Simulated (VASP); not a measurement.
# Pt: structure and properties in VASP, part 3 of 3

What structure and properties does SCAN give Pt, and how near are they to the measured ones? Left out of this account: 1 further run (core levels: core levels are not valid at this level). The start is a cell from a database of measured crystal structures.

VASP 6.6.1, plane waves and PAW; the level of theory is named at each step.

So far. Step 5 (Single point with fields (SCAN)): In this run the pressure is -0.05 GPa, small enough to go on. Step 6 (Bands along the symmetry lines (SCAN)): There is no gap at this level. The relaxed cell has a = 3.897 Å (conventional setting).

**7. Density of states (SCAN)**

Level of this step: SCAN; plane waves and PAW (Pt) (VASP).

A density of states needs more k-points than a total energy; ISMEAR = -5 takes tetrahedra, and LORBIT projects the states on the PAW spheres. The mesh is finer than in the run before.

INCAR reads:

```
SYSTEM = Pt
PREC = Accurate
ENCUT = 400
EDIFF = 1E-06
NELM = 100
ISMEAR = -5
SIGMA = 0.2
LREAL = .FALSE.
ALGO = Normal
METAGGA = SCAN
LASPH = .TRUE.
NBANDS = 16
LORBIT = 11
LWAVE = .FALSE.
LCHARG = .FALSE.
KPAR = 2
NEDOS = 2001
```

POSCAR reads:

```
Pt
1.0
    0.0000000000      1.9483562535      1.9483562535
    1.9483562535      0.0000000000      1.9483562535
    1.9483562535      1.9483562535      0.0000000000
Pt
1
Direct
    0.0000000000      0.0000000000      0.0000000000
```

KPOINTS reads:

```
Automatic mesh
0
Gamma
17 17 17
0 0 0
```

Potentials, in the order of the species: Pt (PBE family, release 64).

Launch:

```console
> mpirun -np 2 vasp_std
```

The program printed:

```text
[... set-up lines as in an earlier step ...]
 entering main loop
       N       E                     dE             d eps       ncg     rms          rms(c)
DAV:   1    -0.305326979003E+02   -0.30533E+02   -0.43441E+03  5680   0.476E+02
DAV:   2    -0.731303178111E+02   -0.42598E+02   -0.40805E+02  7248   0.136E+02
DAV:   3    -0.737137838586E+02   -0.58347E+00   -0.58297E+00  6888   0.144E+01
DAV:   4    -0.737150316150E+02   -0.12478E-02   -0.12501E-02  6856   0.773E-01
DAV:   5    -0.737150359422E+02   -0.43272E-05   -0.43406E-05  6632   0.396E-02    0.127E+01
DAV:   6    -0.702187480271E+02    0.34963E+01   -0.56163E-01  7808   0.455E+00    0.722E+00
DAV:   7    -0.702509260838E+02   -0.32178E-01   -0.41771E-02  7512   0.131E+00    0.244E+00
DAV:   8    -0.702523094784E+02   -0.13834E-02   -0.97145E-03  7504   0.684E-01    0.163E-01
DAV:   9    -0.702523713369E+02   -0.61859E-04   -0.27058E-03  6864   0.324E-01    0.524E-02
DAV:  10    -0.702523316696E+02    0.39667E-04   -0.19122E-04  7376   0.919E-02    0.325E-02
DAV:  11    -0.702523342268E+02   -0.25572E-05   -0.20989E-05  7056   0.345E-02    0.186E-02
DAV:  12    -0.702523181753E+02    0.16052E-04   -0.24602E-05  7584   0.333E-02    0.597E-03
DAV:  13    -0.702523225272E+02   -0.43519E-05   -0.28602E-06  5696   0.962E-03    0.604E-04
DAV:  14    -0.702523210615E+02    0.14657E-05   -0.11817E-07  5264   0.227E-03    0.158E-04
DAV:  15    -0.702523210470E+02    0.14511E-07   -0.19332E-08  3872   0.884E-04
   1 F= -.70252321E+02 E0= -.70252321E+02  d E =0.000000E+00
 -----------------------------------------------------------------------------
|                                                                             |
|           W    W    AA    RRRRR   N    N  II  N    N   GGGG   !!!           |
|           W    W   A  A   R    R  NN   N  II  NN   N  G    G  !!!           |
|           W    W  A    A  R    R  N N  N  II  N N  N  G       !!!           |
|           W WW W  AAAAAA  RRRRR   N  N N  II  N  N N  G  GGG   !            |
|           WW  WW  A    A  R   R   N   NN  II  N   NN  G    G                |
|           W    W  A    A  R    R  N    N  II  N    N   GGGG   !!!           |
|                                                                             |
|     Tetrahedron method does not include variations of the Fermi             |
|     occupations, so forces and stress will be inaccurate. We suggest        |
|     using a different smearing scheme ISMEAR = 1 or 2 for metals in         |
|     relaxations.                                                            |
|                                                                             |
 -----------------------------------------------------------------------------
```

Wall time 65 s (2 MPI ranks of Intel Xeon Platinum 8259CL at 2.50GHz (Skylake/Cascade Lake), shared host); peak memory 0.26 GiB.

OUTCAR, selected parts (step 7):

```text
   k-points           NKPTS =    165   k-points in BZ     NKDIM =    165   number of bands    NBANDS=     16

   NELECT =      10.0000    total number of electrons

 E-fermi :  11.3089

 k-point     1 :       0.0000    0.0000    0.0000
  band No.  band energies     occupation
    ...
      2       7.2096      2.00000
      3       7.2107      2.00000
      4       7.2108      2.00000
      5       9.4591      2.00000
      6       9.4596      2.00000
      7      26.5107      0.00000
      8      31.7205      0.00000
      9      31.7205      0.00000
     10      31.7205      0.00000
     11      37.8772      0.00000
    ...

  Total       -0.0103804     -0.0103804     -0.0103804      0.0000000      0.0000000     -0.0000000
  in kB       -1.1243181     -1.1243181     -1.1243181      0.0000000      0.0000000     -0.0000000
  external PRESSURE =      -1.1243181 kB  Pullay stress =       0.0000000 kB

 POSITION                                       TOTAL-FORCE (eV/Angst)
 -----------------------------------------------------------------------------------
      0.00000      0.00000      0.00000         0.000000      0.000000      0.000000
 -----------------------------------------------------------------------------------
    total drift:                               -0.000000     -0.000000      0.000000

  FREE ENERGIE OF THE ION-ELECTRON SYSTEM (eV)
  ---------------------------------------------------
  free  energy   TOTEN  =       -70.2523210470 eV

  energy  without entropy=      -70.2523210470  energy(sigma->0) =      -70.25232105

[... 6 parts as in an earlier step ...]

[... 10 further parts left out ...]
```

With tetrahedra the forces and stress of a metal are not exact derivatives of the energy.

Numbers from this step:

```yaml
scf_cycles: 15
irreducible_k_points: 165
free_energy_toten: -70.2523 eV
fermi_energy: 11.31 eV
pressure: -0.1124 GPa
dos_at_the_fermi_level: 2.016 states/eV/cell
```

The density of states has structure finer than the step of the table below, so its rows give means over 1 eV, whole bins alone (the curve runs from -12.0 to 7.98 eV). Peaks (eV: height): total -3.9: 2.38, -3.7: 2.54, -2.2: 1.68, 0.0: 2.02; Pt d -3.9: 1.93, -3.7: 2.27, -2.2: 1.48, 0.0: 1.93; Pt p -5.4: 0.125, -3.9: 0.211, -3.0: 0.135, 3.5: 0.066; Pt s -7.3: 0.206, -3.9: 0.0582, 5.2: 0.0841, 6.1: 0.171.

States under -12.0 eV and over 8.0 eV are left out. The density of states by energy, zero at the Fermi level; means over each step; values in states/eV/cell:

```csv
energy (eV),total,Pt d,Pt p,Pt s
-11,0.0214,3.2e-5,5.2e-4,0.0147
-10,0.0731,0.00143,0.00454,0.0468
-9,0.129,0.0109,0.0126,0.0722
-8,0.381,0.144,0.0292,0.138
-7,1.11,0.755,0.0568,0.165
-6,1.01,0.814,0.0618,0.0420
-5,1.31,1.09,0.0926,0.0170
-4,1.81,1.51,0.134,0.0359
-3,1.14,0.952,0.0885,0.0172
-2,1.26,1.11,0.0612,0.0138
-1,1.01,0.927,0.0316,0.00762
0,1.33,1.26,0.0248,0.0112
1,0.318,0.245,0.0346,0.0178
2,0.271,0.163,0.0535,0.0261
3,0.265,0.134,0.0632,0.0341
4,0.246,0.103,0.0633,0.0429
5,0.232,0.0762,0.0528,0.0607
6,0.278,0.0864,0.0421,0.0984
7,0.305,0.0831,0.0825,0.0776
```

The finer mesh and the other smearing move the Fermi level by -0.04 eV from the 12×12×12 run, a small shift, which tests the Fermi level alone. Of the states within 0.3 eV of the Fermi level, the largest shares in the PAW spheres are Pt d 95 %. The rest lies in smaller channels or between the spheres.

**8. Bands along the symmetry lines (SCAN + SOC)**

This step: SCAN, spin-orbit coupling; plane waves and PAW (Pt) (VASP 6.6.1).

The mesh alone shows little of the dispersion and can miss band extrema, so KPOINTS_OPT adds a path through the symmetry points after the self-consistent cycle. Spin-orbit coupling needs spinors and the noncollinear program, where each band holds one electron.

INCAR reads:

```
SYSTEM = Pt
PREC = Accurate
ENCUT = 400
EDIFF = 1E-06
NELM = 100
ISMEAR = 1
SIGMA = 0.2
LREAL = .FALSE.
ALGO = Normal
METAGGA = SCAN
LASPH = .TRUE.
LNONCOLLINEAR = .TRUE.
MAGMOM = 0 0 0
NBANDS = 22
GGA_COMPAT = .FALSE.
LSORBIT = .TRUE.
LMAXMIX = 4
LORBIT = 11
LWAVE = .FALSE.
LCHARG = .FALSE.
KPAR = 2
```

POSCAR is that of step 7.

KPOINTS reads:

```
Automatic mesh
0
Gamma
9 9 9
0 0 0
```

KPOINTS_OPT reads:

```
Line mode
16
Line-mode
Reciprocal
  0.00000000   0.00000000   0.00000000 GAMMA
  0.50000000   0.00000000   0.50000000 X

  0.50000000   0.00000000   0.50000000 X
  0.50000000   0.25000000   0.75000000 W

  0.50000000   0.25000000   0.75000000 W
  0.37500000   0.37500000   0.75000000 K

  0.37500000   0.37500000   0.75000000 K
  0.00000000   0.00000000   0.00000000 GAMMA

  0.00000000   0.00000000   0.00000000 GAMMA
  0.50000000   0.50000000   0.50000000 L

  0.50000000   0.50000000   0.50000000 L
  0.62500000   0.25000000   0.62500000 U

  0.62500000   0.25000000   0.62500000 U
  0.50000000   0.25000000   0.75000000 W

  0.50000000   0.25000000   0.75000000 W
  0.50000000   0.50000000   0.50000000 L

  0.50000000   0.50000000   0.50000000 L
  0.37500000   0.37500000   0.75000000 K

  0.62500000   0.25000000   0.62500000 U
  0.50000000   0.00000000   0.50000000 X
```

Launch:

```console
> mpirun -np 2 vasp_ncl
```

The program printed:

```text
[... set-up lines as in an earlier step ...]
 entering main loop
       N       E                     dE             d eps       ncg     rms          rms(c)
DAV:   1    -0.221790114920E+02   -0.22179E+02   -0.42928E+03  1668   0.704E+02
DAV:   2    -0.731288176327E+02   -0.50950E+02   -0.47782E+02  1816   0.196E+02
DAV:   3    -0.741087742638E+02   -0.97996E+00   -0.97241E+00  1800   0.259E+01
DAV:   4    -0.741128950128E+02   -0.41207E-02   -0.41204E-02  1788   0.189E+00
DAV:   5    -0.741129256286E+02   -0.30616E-04   -0.30618E-04  1810   0.162E-01    0.141E+01
DAV:   6    -0.706215334397E+02    0.34914E+01   -0.38239E-01  1630   0.709E+00    0.809E+00
DAV:   7    -0.706519597834E+02   -0.30426E-01   -0.27968E-02  1780   0.181E+00    0.299E+00
DAV:   8    -0.706503222516E+02    0.16375E-02   -0.78280E-03  1760   0.931E-01    0.683E-01
DAV:   9    -0.706504223788E+02   -0.10013E-03   -0.30043E-04  1802   0.204E-01    0.651E-02
DAV:  10    -0.706504503328E+02   -0.27954E-04   -0.58512E-05  1720   0.736E-02    0.308E-02
DAV:  11    -0.706504731378E+02   -0.22805E-04   -0.26038E-05  1722   0.479E-02    0.180E-02
DAV:  12    -0.706504699279E+02    0.32099E-05   -0.16104E-06  1750   0.145E-02    0.102E-02
DAV:  13    -0.706504694847E+02    0.44315E-06   -0.40593E-06  1726   0.222E-02
   1 F= -.70650469E+02 E0= -.70650611E+02  d E =0.423879E-03  mag=     0.0000    -0.0000     0.0000
 Start KPOINTS_OPT (optional k-point list driver)
k-point batch [1-35\160]
       N       E                     dE             ncg
DAV:   1     0.452501769926E+04   -0.70507E+04     1628
DAV:   2     0.269985046395E+04   -0.18252E+04     1828
DAV:   3     0.266268456893E+04   -0.37166E+02     1750
DAV:   4     0.266247217853E+04   -0.21239E+00     1826
DAV:   5     0.266246996604E+04   -0.22125E-02     1768
DAV:   6     0.266246993878E+04   -0.27260E-04     1818
DAV:   7     0.266246993845E+04   -0.33068E-06     1470
[...]
k-point batch [141-160\160]
       N       E                     dE             ncg
DAV:   1     0.847282128187E+04   -0.62146E+04      904
DAV:   2     0.742340903453E+04   -0.10494E+04     1042
DAV:   3     0.740142351176E+04   -0.21986E+02     1012
DAV:   4     0.740128796239E+04   -0.13555E+00     1036
DAV:   5     0.740128645467E+04   -0.15077E-02     1024
DAV:   6     0.740128643560E+04   -0.19068E-04     1030
DAV:   7     0.740128643537E+04   -0.23598E-06      858
```

Run time: 2.7 min. Hardware: 2 MPI ranks; peak memory 0.31 GiB.

From OUTCAR (step 8):

```text
   k-points           NKPTS =     35   k-points in BZ     NKDIM =     35   number of bands    NBANDS=     22

   NELECT =      10.0000    total number of electrons

 E-fermi :  11.3366

 k-point     1 :       0.0000    0.0000    0.0000
  band No.  band energies     occupation
    ...
      8       7.7180      1.00000
      9       9.6365      1.00000
     10       9.6365      1.00000
     11       9.6368      1.00000
     12       9.6368      1.00000
     13      26.5206      0.00000
     14      26.5206      0.00000
     15      31.1776      0.00000
     16      31.1776      0.00000
     17      31.9171      0.00000
    ...

  Total       -0.0024640     -0.0024640     -0.0024640     -0.0000000      0.0000000      0.0000000
  in kB       -0.2668832     -0.2668832     -0.2668832     -0.0000000      0.0000000      0.0000000
  external PRESSURE =      -0.2668832 kB  Pullay stress =       0.0000000 kB

 POSITION                                       TOTAL-FORCE (eV/Angst)
 -----------------------------------------------------------------------------------
      0.00000      0.00000      0.00000        -0.000000      0.000000      0.000000
 -----------------------------------------------------------------------------------
    total drift:                                0.000000      0.000000     -0.000000

  FREE ENERGIE OF THE ION-ELECTRON SYSTEM (eV)
  ---------------------------------------------------
  free  energy   TOTEN  =       -70.6504694847 eV

  energy  without entropy=      -70.6508933634  energy(sigma->0) =      -70.65061078

 Spin-Orbit-Coupling matrix elements
 Ion:    1  E_soc:     -0.7381811

 magnetization (x)
# of ion       s       p       d       tot
------------------------------------------
    1        0.000  -0.000   0.000   0.000

 magnetization (y)
# of ion       s       p       d       tot
------------------------------------------
    1        0.000   0.000   0.000   0.000

 magnetization (z)
# of ion       s       p       d       tot
------------------------------------------
    1        0.000  -0.000  -0.000  -0.000

[... 6 parts as in an earlier step ...]

[... 10 further parts left out ...]
```

The k-mesh is coarse for a metal.

This step gave:

| Item | Value |
| --- | --- |
| SCF cycles | 13 |
| bands | 22 |
| irreducible k-points | 35 |
| free energy (TOTEN) | -70.6505 eV |
| energy at zero smearing | -70.6506 eV |
| Fermi energy | 11.34 eV |
| pressure | -0.02669 GPa |

On-site spin-orbit energy by atom:

```csv
atom,on-site spin-orbit energy (eV)
Pt1,-0.738
```

The electronic bands at the labelled points (eV, zero at the Fermi level; # counts the bands kept):

```csv
point,#7,#8,#9,#10,#11,#12,#13,#14
Γ,-3.62,-3.62,-1.70,-1.70,-1.70,-1.70,15.18,15.18
0.47 of the way,-2.39,-2.39,-2.33,-2.33,-0.96,-0.96,17.35,17.35
X,0.22,0.22,1.15,1.15,1.34,1.34,9.06,9.06
0.53 of the way,-1.10,-1.10,0.66,0.66,5.00,5.00,7.70,7.70
W,-2.21,-2.21,0.62,0.62,7.05,7.05,7.79,7.79
0.47 of the way,-1.87,-1.87,0.34,0.34,6.21,6.21,7.33,7.33
K,-1.54,-1.54,-0.06,-0.06,5.58,5.58,6.94,6.94
0.47 of the way,-2.88,-2.88,-2.38,-2.38,0.47,0.47,13.09,13.09
Γ,-3.62,-3.62,-1.70,-1.70,-1.70,-1.70,15.18,15.18
0.47 of the way,-3.21,-3.21,-1.91,-1.91,-1.34,-1.34,14.44,14.44
L,-0.82,-0.82,-0.26,-0.26,0.38,0.38,6.05,6.05
0.47 of the way,-3.03,-3.03,-0.12,-0.12,3.49,3.49,5.72,5.72
U,-1.54,-1.54,-0.06,-0.06,5.58,5.58,6.94,6.94
0.47 of the way,-1.80,-1.80,0.27,0.27,6.08,6.08,7.24,7.24
W,-2.21,-2.21,0.62,0.62,7.05,7.05,7.79,7.79
0.47 of the way,-2.72,-2.72,-0.20,-0.20,4.87,4.87,5.59,5.59
L,-0.82,-0.82,-0.26,-0.26,0.38,0.38,6.05,6.05
0.53 of the way,-2.97,-2.97,-0.15,-0.15,4.02,4.02,5.70,5.70
K,-1.54,-1.54,-0.06,-0.06,5.58,5.58,6.94,6.94
jump to U,-1.54,-1.54,-0.06,-0.06,5.58,5.58,6.94,6.94
0.47 of the way,-0.64,-0.64,0.52,0.52,3.95,3.95,7.79,7.79
X,0.22,0.22,1.15,1.15,1.34,1.34,9.06,9.06
```

There is no gap at this level.

Of the bands kept, 6 cross the Fermi level on this path (spinor bands, one electron each).

**9. Results**

```yaml
relaxed_volume: 14.79 Å³/atom
relaxed_conventional_cell_a_b_c: 3.897, 3.897, 3.897 Å
space_group_after_relaxing_within_0p02_a: Fm-3m (No. 225)
band_gap: none, a metal
dos_at_the_fermi_level: 2.02 states/eV/cell
band_gap_scan_soc: none, a metal
```

With SCAN, Pt relaxes to 14.79 Å³/atom in space group Fm-3m (held by the symmetry of the run) and comes out as a metal. Against the listed cell the volume lies -1.9 %. Bands along the symmetry lines (SCAN): Of the bands kept, 3 cross the Fermi level on this path. Bands along the symmetry lines (SCAN + SOC): Of the bands kept, 6 cross the Fermi level on this path (spinor bands, one electron each). No search among competing phases was made. All values are for a static lattice at zero temperature.

Computed beside measured:

| quantity | measured | SCAN |
| --- | --- | --- |
| lattice constant a (Å) | 3.9227 | 3.897 (-0.7 %) |

Measured values from arxiv:2412.16732 (2024).

How well it matches: The lattice constant a is off by -0.7 %: good agreement. The grades are ours: good and fair within 0.7 and 1.5 % for the lattice constant a. Zero-point motion and thermal expansion are not in the computed lattice constants.

[Lines on the potential files, build, host, timing and source positions are cut from VASP's logs without a mark.]

[Logs are printed without paths, hosts, clocks, repeated set-up lines and the standing remarks that a program may print on its own settings, such as how far it seeks lower states.]

[Hosts, paths, dates, database ids (printed as entryN), source tags and the programs' standing remarks are cut or masked in the printed files.]

[A measured line is paired with the nearest computed mode of its activity, which favours agreement.]
